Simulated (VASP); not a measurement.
VASP runs on MnC (a trial cell in the CrB structure, space group Cmcm) share one base input (PBE GGA, plane waves, VASP's PBE PAW potentials (set 64)) and change the settings named in each case.

**POSCAR**
```
MnC
1.0
  1.4663280000  -3.8748250000   0.0000000000
  1.4663280000   3.8748250000   0.0000000000
  0.0000000000   0.0000000000   2.8897240000
C Mn
2 2
Cart
  1.4663280000  -0.4959776000   0.7224310000
  1.4663280000   0.4959776000   2.1672930000
  1.4663280000  -2.7491883375   0.7224310000
  1.4663280000   2.7491883375   2.1672930000
```

**INCAR**
```
SYSTEM = MnC
PREC = Accurate
ENCUT = 520
EDIFF = 1E-6
NELM = 100
ALGO = Normal
LREAL = .FALSE.
LASPH = .TRUE.
ISMEAR = 0
SIGMA = 0.05
GGA = PE
LMAXMIX = 4
ISPIN = 2
MAGMOM = 0.0 0.0 4.0 4.0
LORBIT = 10
LWAVE = .FALSE.
LCHARG = .FALSE.
ISIF = 2
```

File KPOINTS:
```
Automatic mesh
0
Gamma
7 7 7
0 0 0
```

POTCAR, in this order: C Mn_pv (PBE.64 set). Program: vasp_std.

```tsv
change	E(σ→0) (eV/atom)	pressure (GPa)	largest force (eV/Å)	moment (μB)	−TS (eV)	irreducible k-points
base run	-8.4593	-11.90	0.166	3.90	-0.0023	64
KPOINTS 2×2×2 Monkhorst-Pack mesh	-8.5266	-20.17	1.220	3.00	0.0000	2
KPOINTS 5×5×5 Monkhorst-Pack mesh	-8.4610	-11.18	0.168	3.95	-0.0015	27
KPOINTS 7×7×7 Monkhorst-Pack mesh	-8.4593	-11.90	0.166	3.90	-0.0023	64
KPOINTS 8×8×8 Monkhorst-Pack mesh	…	…	…	…	…	80
```

Question: What belongs in the gaps?

Answer: 
- KPOINTS 8×8×8 Monkhorst-Pack mesh, E(σ→0) (eV/atom): -8.4601
- KPOINTS 8×8×8 Monkhorst-Pack mesh, pressure (GPa): -12.01
- KPOINTS 8×8×8 Monkhorst-Pack mesh, largest force (eV/Å): 0.207
- KPOINTS 8×8×8 Monkhorst-Pack mesh, moment (μB): 3.88
- KPOINTS 8×8×8 Monkhorst-Pack mesh, −TS (eV): -0.0028

The moments were started parallel, and other spin orders were not tried in this run.

Left out are runs that ran out of time, are held back, or changed the cell or the kind of run, fixed moments of cells without a moment, rows past the twelfth, gaps on odd meshes, pressures of charged cells and columns that move by less than the noise.

The structure was generated: MnC was put into the CrB type (Cmcm), which need not be its known phase. The cell was not relaxed at this level, forces remain on its atoms.
